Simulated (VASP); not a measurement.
Input:

```
CELL_PARAMETERS angstrom
      3.19663     0.00000     0.00000
      0.00000     3.19663     0.00000
      0.00000     0.00000     3.19663
ATOMIC_POSITIONS crystal
  Pm 0.00000 0.00000 0.00000
```

Computed with PBEsol GGA, VASP's PBE PAW potentials (set 64) (plane waves; VASP 6.6.1). Run with 400 eV cut-off, Gaussian smearing of 0.050 eV, potentials Pm_3.

The 4f electrons are frozen in the core of the lanthanide potential, so 4f levels, which can set the real gap, and their magnetism are missing.

Give the energies of bands 5 to 8 at the high-symmetry points, in eV from the Fermi level.

```
band      Γ      X      M      R
----  -----  -----  -----  -----
5     -3.90  -1.33  -2.53  -1.11
6     -1.15  -0.29   0.29  -1.11
7     -1.15   1.31   3.75  -1.11
8      6.55   3.00   3.75   5.29
```

It has no gap at this level: it comes out as a metal or semimetal.

The structure was generated: Pm was put into the simple-cubic type (Pm-3m), which need not be its known phase. It was relaxed first, which changed the volume by -13 %.
